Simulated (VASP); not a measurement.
Input of a VASP 6.6.1 run:

File INCAR:

```
SYSTEM = LiTiB4
PREC = Accurate ; ENCUT = 600
EDIFF = 1E-6 ; ISMEAR = -1
SIGMA = 0.05 ; LREAL = .False.
LASPH = .True. ; NELM = 80
ALGO = Fast ; ISIF = 3
LWAVE = .False. ; LCHARG = .False.
GGA = CX ; LUSE_VDW = .True.
AGGAC = 0.0 ; IBRION = 2
NSW = 40 ; EDIFFG = -0.01
```

File KPOINTS:

```
regular mesh
0
Gamma
  7 7 3
  0 0 0
```

The input POSCAR:

```
LiTiB4
1.0
    3.0209600000      0.0000000000      0.0000000000
   -1.5104800000      2.6162300000      0.0000000000
    0.0000000000      0.0000000000      6.7608500000
Li Ti B
1 1 4
Direct
    0.0000000000      0.0000000000      0.5000000000
    0.0000000000      0.0000000000      0.0000000000
    0.3333300000      0.6666700000      0.7673400000
    0.6666700000      0.3333300000      0.7673400000
    0.3333300000      0.6666700000      0.2326600000
    0.6666700000      0.3333300000      0.2326600000
```

Potentials or basis: VASP PAW PBE potentials, release 64 (Li_sv, Ti_sv, B).

Command:

```console
$ cat potpaw_PBE.64/Li_sv/POTCAR potpaw_PBE.64/Ti_sv/POTCAR potpaw_PBE.64/B/POTCAR > POTCAR
$ mpirun -np 1 vasp_std > vasp.out
```

**Question.** Predict the space group after relaxing (to 0.05 Å).

**Answer.** P6/mmm (No. 191).

**Question.** Estimate the relaxed cell.

**Answer.** a = 3.023 Å, b = 3.023 Å, c = 6.687 Å, α = 90.00°, β = 90.00°, γ = 120.00°.

Stress tensor (GPa, compression positive):
```
0.06 0.00 0.00
0.00 0.06 0.00
0.00 0.00 0.15
```

Caveat: the cutoff is under 1.25 times the usual one of these potentials, so pressure, stress and relaxed cells hold a basis-set (Pulay) error; the PAW data sets were made with another functional, which shifts forces and pressure a little.
